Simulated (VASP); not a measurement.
Computed with PBE GGA with D3 dispersion (Becke-Johnson damping), VASP's PBE PAW potentials (set 64) (plane waves; VASP 6.6.1).

VASP ran on this input.

**KPOINTS**
```
Automatic mesh
0
Gamma
16 16 16
0 0 0
```

**INCAR**
```
# general
SYSTEM  = TiC
PREC    = Accurate
ENCUT   = 520   # plane-wave cut-off (eV)
LREAL   = .False.   # projection in real space or not
LASPH   = .True.   # aspherical one-centre terms

# electronic loop
EDIFF   = 1E-7
NELM    = 100
ALGO    = Normal   # blocked Davidson
LMAXMIX = 4

# smearing
ISMEAR  = -5

# functional
GGA     = PE   # PBE
IVDW    = 12

# ions
ISIF    = 2   # forces and stress, cell fixed

# output
LWAVE   = .False.
LCHARG  = .True.
LORBIT  = 11   # lm-projected
NEDOS   = 601   # DOS grid
```

POSCAR:
```
TiC
1
    0.0000000000     2.1463020100     2.1463020100
    2.1463020100     0.0000000000     2.1463020100
    2.1463020100     2.1463020100     0.0000000000
Ti C
1 1
Direct
  0.0000000000   0.0000000000   0.0000000000
  0.5000000000   0.5000000000   0.5000000000
```

POTCAR, in this order: Ti_sv C (PBE.64 set). Program: vasp_std.

For a metal the tetrahedron method with Blöchl corrections gives inexact stress and forces.

Question: Estimate the energy per atom (σ→0), dispersion energy, band gap (on the k-mesh).

Answer: 
```yaml
energy per atom (σ→0): -9806 meV/atom
dispersion_energy: -0.916 eV
band gap (on the k-mesh): none (metal, semimetal or under 0.01 eV)
```

File OSZICAR:
```
...
DAV:  10    -0.186962871189E+02    0.29306E-02   -0.15178E-02  4912   0.181E+00    0.522E-01
DAV:  11    -0.186953353281E+02    0.95179E-03   -0.54213E-03  3828   0.115E+00    0.108E-01
DAV:  12    -0.186952966890E+02    0.38639E-04   -0.43956E-04  3716   0.336E-01    0.286E-02
DAV:  13    -0.186952822571E+02    0.14432E-04   -0.31738E-05  5260   0.838E-02    0.919E-03
DAV:  14    -0.186952817451E+02    0.51203E-06   -0.14461E-06  3812   0.131E-02    0.176E-03
DAV:  15    -0.186952813624E+02    0.38272E-06   -0.27453E-07  4052   0.470E-03    0.514E-04
DAV:  16    -0.186952812943E+02    0.68084E-07   -0.11514E-08  1892   0.124E-03
   1 F= -.19611477E+02 E0= -.19611477E+02  d E =0.000000E+00
```

The compound is TiC in the rock salt structure. It was relaxed first.
